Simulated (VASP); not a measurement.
Data:

```
CELL_PARAMETERS angstrom
      0.00000     2.54125     2.54125
      2.54125     0.00000     2.54125
      2.54125     2.54125     0.00000
ATOMIC_POSITIONS crystal
  Ni 0.00000 0.00000 0.00000
  Si 0.25000 0.25000 0.25000
```

These are PBEsol GGA, VASP's PBE PAW potentials (set 64) (plane waves; VASP 6.6.1) values and carry that method's errors. Numerical set-up: 400 eV cut-off, 14×14×14 Γ-centred mesh, tetrahedra with Blöchl corrections, potentials Ni Si.

**Question.** Estimate the energy per atom (σ→0), band gap (on the k-mesh) with the smallest direct gap where there is one.

**Answer.** 
```yaml
band gap (on the k-mesh): none (metal, semimetal or under 0.01 eV)
energy per atom (σ→0): -5.691 eV/atom
```

Only differences to runs with the same potentials and settings are physical.

The structure was generated: NiSi was put into the zinc blende type (F-43m), which need not be its known phase. It was relaxed first, which changed the volume by -18 %. The run is not spin-polarised, so no magnetic state was tried.
